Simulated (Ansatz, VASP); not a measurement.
# Cross-check of BiB between VASP and Ansatz

One calculation is typed for both programs; each brings its own data sets. How far apart do they land? The cell is generated by rule, not measured, and may not be a known phase. The cell is taken from a series of runs on this material, whose earlier steps may have relaxed, scaled, displaced or heated it; both programs get it as it stands.

Calculated with Ansatz 0.2.0; plane waves, with VASP 6.6.1 beside it; zone-centre phonons at r2SCAN.

The structure was built from a prototype and need not be the compound's stable phase.

## Step 1: Set-up

It takes space group Pm-3m (No. 221, cubic). Conventional cell: a = 3.349 Å, b = 3.349 Å, c = 3.349 Å, α = 90.00°, β = 90.00°, γ = 90.00°. B has 8 Bi at 2.90 Å nearest. Bi has 8 B at 2.90 Å nearest. Farther neighbours are not listed.

Structure file:

```cif
data_structure
_symmetry_space_group_name_H-M 'Pm-3m'
_symmetry_Int_Tables_number 221
_cell_length_a 3.3489
_cell_length_b 3.3489
_cell_length_c 3.3489
_cell_angle_alpha 90.000
_cell_angle_beta 90.000
_cell_angle_gamma 90.000
_cell_volume 37.56
loop_
_atom_site_label
_atom_site_type_symbol
_atom_site_symmetry_multiplicity
_atom_site_Wyckoff_symbol
_atom_site_fract_x
_atom_site_fract_y
_atom_site_fract_z
_atom_site_occupancy
B1 B 1 a 0.00000 0.00000 0.00000 1
Bi1 Bi 1 b 0.50000 0.50000 0.50000 1
```

## Step 2: VASP: zone-centre phonons, r2SCAN

Second derivatives magnify differences that forces hide, and they need a tight electronic threshold.

Lines of VASP's logs that name or quote its potential files are left out, and so is its time.

INCAR

```
SYSTEM = BiB
PREC = Accurate
ENCUT = 550
EDIFF = 1E-08
NELM = 120
ISMEAR = 1
SIGMA = 0.2
LREAL = .FALSE.
ALGO = Normal
METAGGA = R2SCAN
LASPH = .TRUE.
NBANDS = 15
LORBIT = 11
LWAVE = .FALSE.
LCHARG = .FALSE.
ISIF = 2
IBRION = 6
NFREE = 2
POTIM = 0.015
NSW = 1
GGA_COMPAT = .FALSE.
LMIXTAU = .TRUE.
KPAR = 2
```

POSCAR

```
BiB
1.0
    3.3489211864      0.0000000000      0.0000000000
    0.0000000000      3.3489211864      0.0000000000
    0.0000000000      0.0000000000      3.3489211864
B Bi
1 1
Direct
    0.0000000000      0.0000000000      0.0000000000
    0.5000000000      0.5000000000      0.5000000000
```

KPOINTS

```
Automatic mesh
0
Gamma
12 12 12
0 0 0
```

Potentials, in the order of the species: B and Bi_d (PBE family, release 64).

On the command line:

```
$ mpirun -np 2 vasp_std
```

Numbers of over 12 decimals in the logs are rounded to 6 here.

Log:

```text
[banner, memory and clock lines left out]
running    2 mpi-ranks, on    1 nodes
 distrk:  each k-point on    1 cores,    2 groups
 distr:  one band on    1 cores,    1 groups

 POSCAR found type information on POSCAR B Bi
 POSCAR found :  2 types and       2 ions
|                                                                             |
|               ----> ADVICE to this user running VASP <----                  |
|                                                                             |
|     You enforced a specific xc type in the INCAR file but a different       |
|     [... a line on the potential file left out ...]
|     I HOPE YOU KNOW WHAT YOU ARE DOING!                                     |
|                                                                             |

 LDA part: xc-table for (None), standard interpolation
 POSCAR, INCAR and KPOINTS ok, starting setup
 FFT: planning ... GRIDC
 FFT: planning ... GRID_SOFT
 FFT: planning ... GRID
 WAVECAR not read
 entering main loop
       N       E                     dE             d eps       ncg     rms          rms(c)
DAV:   1     0.734289691815E+02    0.73429E+02   -0.10617E+04  2527   0.154E+03
DAV:   2    -0.587141531726E+02   -0.13214E+03   -0.12855E+03  2786   0.366E+02
DAV:   3    -0.663802877820E+02   -0.76661E+01   -0.75878E+01  3136   0.855E+01
DAV:   4    -0.665640389111E+02   -0.18375E+00   -0.18369E+00  3398   0.139E+01
DAV:   5    -0.665694468874E+02   -0.54080E-02   -0.54079E-02  3489   0.199E+00    0.163E+00
DAV:   6    -0.622980225625E+02    0.42714E+01   -0.15571E+00  3164   0.206E+01    0.104E+00
DAV:   7    -0.623888303040E+02   -0.90808E-01   -0.40056E-01  2660   0.676E+00    0.469E-01
DAV:   8    -0.623596078135E+02    0.29222E-01   -0.23334E-01  2695   0.393E+00    0.283E-01
DAV:   9    -0.624194563541E+02   -0.59849E-01   -0.27316E-02  2961   0.147E+00    0.165E-01
DAV:  10    -0.624189432208E+02    0.51313E-03   -0.31756E-02  2716   0.169E+00    0.112E-01
DAV:  11    -0.624234564232E+02   -0.45132E-02   -0.83509E-03  2758   0.793E-01    0.374E-02
DAV:  12    -0.624234450934E+02    0.11330E-04   -0.31503E-04  3269   0.208E-01    0.180E-02
DAV:  13    -0.624235139265E+02   -0.68833E-04   -0.17229E-04  3199   0.150E-01    0.802E-03
DAV:  14    -0.624235164478E+02   -0.25213E-05   -0.15538E-05  3066   0.367E-02    0.315E-03
DAV:  15    -0.624235172975E+02   -0.84971E-06   -0.20324E-06  3193   0.150E-02    0.216E-03
DAV:  16    -0.624235170293E+02    0.26823E-06   -0.55610E-07  3548   0.106E-02    0.872E-04
DAV:  17    -0.624235171449E+02   -0.11560E-06   -0.59226E-07  2898   0.710E-03    0.259E-04
DAV:  18    -0.624235172157E+02   -0.70809E-07   -0.72698E-08  3017   0.274E-03    0.129E-04
DAV:  19    -0.624235172033E+02    0.12354E-07   -0.78330E-09  2080   0.992E-04    0.657E-05
DAV:  20    -0.624235171978E+02    0.55738E-08   -0.15310E-09  1799   0.347E-04
   1 F= -.62423517E+02 E0= -.62424014E+02  d E =0.149037E-02
[...]
2 F= -.62423587E+02 E0= -.62424087E+02  d E =0.150018E-02
[...]
3 F= -.62423587E+02 E0= -.62424087E+02  d E =0.150018E-02
[...]
4 F= -.62423586E+02 E0= -.62424086E+02  d E =0.150018E-02
 Finite differences progress:
  Degree of freedom:   2/  2
  Displacement:        1/  2
  Total:               3/  4
 bond charge predicted
       N       E                     dE             d eps       ncg     rms          rms(c)
DAV:   1    -0.624016781785E+02    0.21907E-01   -0.44887E+00  7238   0.135E+01    0.106E-01
DAV:   2    -0.624225911996E+02   -0.20913E-01   -0.11127E-01  7480   0.315E+00    0.620E-02
DAV:   3    -0.624235670796E+02   -0.97588E-03   -0.22033E-03  7170   0.417E-01    0.390E-02
DAV:   4    -0.624233161559E+02    0.25092E-03   -0.41515E-04  6867   0.207E-01    0.231E-02
DAV:   5    -0.624235785217E+02   -0.26237E-03   -0.21420E-04  6685   0.142E-01    0.809E-03
DAV:   6    -0.624235768242E+02    0.16976E-05   -0.85879E-06  7694   0.286E-02    0.392E-03
DAV:   7    -0.624235850921E+02   -0.82680E-05   -0.10911E-05  6643   0.356E-02    0.168E-03
DAV:   8    -0.624235849852E+02    0.10691E-06   -0.14669E-06  7000   0.145E-02    0.639E-04
DAV:   9    -0.624235855123E+02   -0.52705E-06   -0.75519E-07  6489   0.111E-02    0.258E-04
DAV:  10    -0.624235855246E+02   -0.12377E-07   -0.39359E-08  7896   0.174E-03    0.157E-04
DAV:  11    -0.624235855427E+02   -0.18090E-07   -0.77421E-09  4899   0.101E-03    0.383E-05
DAV:  12    -0.624235855429E+02   -0.21646E-09   -0.22019E-09  4011   0.492E-04
   5 F= -.62423586E+02 E0= -.62424086E+02  d E =0.150019E-02
 Finite differences progress:
  Degree of freedom:   2/  2
  Displacement:        2/  2
  Total:               4/  4
```

OUTCAR, selected parts (step 2):

```text
ion  position               nearest neighbor table
   1  0.000  0.000  0.000-   2 2.90   2 2.90   2 2.90   2 2.90   2 2.90   2 2.90   2 2.90   2 2.90

  LATTYP: Found a simple cubic cell.
 ALAT       =     3.3489211864

 Subroutine GETGRP returns: Found 48 space group operations
 (whereof 48 operations were pure point group operations)

The static configuration has the point symmetry O_h .

 Found     84 irreducible k-points:

   k-points           NKPTS =     84   k-points in BZ     NKDIM =     84   number of bands    NBANDS=     15

   dimension x,y,z NGX =    28 NGY =   28 NGZ =   28
   dimension x,y,z NGXF=    56 NGYF=   56 NGZF=   56

   ENCUT  =  550.0 eV  40.42 Ry    6.36 a.u.   6.40  6.40  6.40*2*pi/ulx,y,z

   NELECT =      18.0000    total number of electrons

 k-points in reciprocal lattice and weights: Automatic mesh
   0.00000000  0.00000000  0.00000000       0.001
   0.08333333  0.00000000  0.00000000       0.003
   0.16666667  0.00000000  0.00000000       0.003
   0.25000000  0.00000000  0.00000000       0.003
   0.33333333  0.00000000  0.00000000       0.003
   0.41666667  0.00000000  0.00000000       0.003
   0.50000000  0.00000000  0.00000000       0.002
   0.08333333  0.08333333  0.00000000       0.007
   0.16666667  0.08333333  0.00000000       0.014
[...]
0.50000000  0.50000000  0.41666667       0.003
   0.50000000  0.50000000  0.50000000       0.001

 average (electrostatic) potential at core
       1 -26.9808       2-109.7621

 E-fermi :   8.0698

 k-point     1 :       0.0000    0.0000    0.0000
  band No.  band energies     occupation
    ...
      6      -6.7664      2.00000
      7       5.3699      2.00000
      8       7.2594      2.00000
      9       7.2594      2.00000
     10       7.2605      2.00000
     11      14.2605      0.00000
     12      14.2653      0.00000
     13      16.3547      0.00000
     14      16.3547      0.00000
     15      16.3595      0.00000

 k-point     2 :       0.0833    0.0000    0.0000
  band No.  band energies     occupation
    ...
      6      -6.6731      2.00000
      7       4.7452      2.00000
      8       7.3652      2.00001
      9       7.3652      2.00001
     10       7.5088      2.00053
     11      14.3362      0.00000
     12      14.5771      0.00000
     13      16.1193      0.00000
     14      16.1193      0.00000
     15      16.2805      0.00000

 k-point     3 :       0.1667    0.0000    0.0000
  band No.  band energies     occupation
    ...
      6      -6.3955      2.00000
      7       3.4424      2.00000
      8       7.6786      2.01837
      9       7.6786      2.01837
     10       7.9165      1.96213
     11      14.4413      0.00000
     12      14.5490      0.00000
     13      15.4473      0.00000
     14      15.4473      0.00000
     15      17.0449      0.00000

  Total        0.0237177      0.0251810      0.0251810     -0.0000000     -0.0000000      0.0000000
  in kB        1.0117384      1.0741587      1.0741587     -0.0000000     -0.0000000      0.0000000
  external PRESSURE =       1.0533519 kB  Pullay stress =       0.0000000 kB

  energy-cutoff  :      550.00
  volume of cell :       37.56
      direct lattice vectors                 reciprocal lattice vectors
     3.348921186  0.000000000  0.000000000     0.298603623  0.000000000  0.000000000
     0.000000000  3.348921186  0.000000000     0.000000000  0.298603623  0.000000000
     0.000000000  0.000000000  3.348921186     0.000000000  0.000000000  0.298603623

 POSITION                                       TOTAL-FORCE (eV/Angst)
 -----------------------------------------------------------------------------------
      0.00000      0.00000      0.00000         0.009232      0.000000     -0.000000
      1.65946      1.67446      1.67446        -0.009232      0.000000      0.000000
 -----------------------------------------------------------------------------------
    total drift:                                0.000120      0.000000     -0.000001

  FREE ENERGIE OF THE ION-ELECTRON SYSTEM (eV)
  ---------------------------------------------------
  free  energy   TOTEN  =       -62.4235855429 eV

  energy  without entropy=      -62.4250857302  energy(sigma->0) =      -62.42408561

 Eigenvectors and eigenvalues of the dynamical matrix
 ----------------------------------------------------

   1 f  =    0.000166 THz     0.001046 2PiTHz    0.005554 cm-1     0.000689 meV
             X         Y         Z           dx          dy          dz
      0.000000  0.000000  0.000000     0.221729   -0.002252    0.000000
      1.674461  1.674461  1.674461     0.975055   -0.009903    0.000000

   2 f  =    0.000166 THz     0.001046 2PiTHz    0.005554 cm-1     0.000689 meV
             X         Y         Z           dx          dy          dz
      0.000000  0.000000  0.000000     0.000000    0.000000   -0.221741
      1.674461  1.674461  1.674461     0.000000    0.000000   -0.975106

   3 f  =    0.000166 THz     0.001046 2PiTHz    0.005554 cm-1     0.000689 meV
             X         Y         Z           dx          dy          dz
      0.000000  0.000000  0.000000    -0.002252   -0.221729   -0.000000
      1.674461  1.674461  1.674461    -0.009903   -0.975055    0.000000

   4 f/i=    3.834795 THz    24.094726 2PiTHz  127.914983 cm-1    15.859429 meV
             X         Y         Z           dx          dy          dz
      0.000000  0.000000  0.000000    -0.975106   -0.000001   -0.000000
      1.674461  1.674461  1.674461     0.221741    0.000000    0.000000

   5 f/i=    3.834795 THz    24.094726 2PiTHz  127.914983 cm-1    15.859429 meV
             X         Y         Z           dx          dy          dz
      0.000000  0.000000  0.000000     0.000001   -0.975106   -0.000000
      1.674461  1.674461  1.674461    -0.000000    0.221741    0.000000

   6 f/i=    3.834795 THz    24.094726 2PiTHz  127.914983 cm-1    15.859429 meV
             X         Y         Z           dx          dy          dz
      0.000000  0.000000  0.000000     0.000000    0.000000   -0.975106
      1.674461  1.674461  1.674461     0.000000    0.000000    0.221741

 ELASTIC MODULI CONTR FROM IONIC RELAXATION (kBar)
 Direction    XX          YY          ZZ          XY          YZ          ZX
 --------------------------------------------------------------------------------
 XX           0.0000      0.0000      0.0000      0.0000      0.0000      0.0000
 YY           0.0000      0.0000      0.0000      0.0000      0.0000      0.0000
 ZZ           0.0000      0.0000      0.0000      0.0000      0.0000      0.0000
 XY           0.0000      0.0000      0.0000      0.0000      0.0000      0.0000
 YZ           0.0000      0.0000      0.0000      0.0000      0.0000      0.0000
 ZX           0.0000      0.0000      0.0000      0.0000      0.0000      0.0000
 --------------------------------------------------------------------------------

 total charge
# of ion       s       p       d       tot
------------------------------------------
    1        0.837   0.642   0.000   1.479
    2        1.530   1.223   9.955  12.708
--------------------------------------------------
tot          2.367   1.865   9.955  14.187

[... 3 further parts left out ...]
```

The last energy, forces, stress and levels in OUTCAR belong to the last displaced cell, not to the cell of POSCAR.

Levels, forces or a CONTCAR printed for this step are those of its last displaced cell, not of the structure at rest.

(Part 1 of 2 ends here.)

[Lines on the potential files, build, host, timing and source positions are cut from VASP's logs without a mark.]

[Logs are printed without paths, hosts, clocks, repeated set-up lines and the standing remarks that a program may print on its own settings, such as how far it seeks lower states.]

[Hosts, paths, dates, database ids (printed as entryN), source tags and the programs' standing remarks are cut or masked in the printed files.]
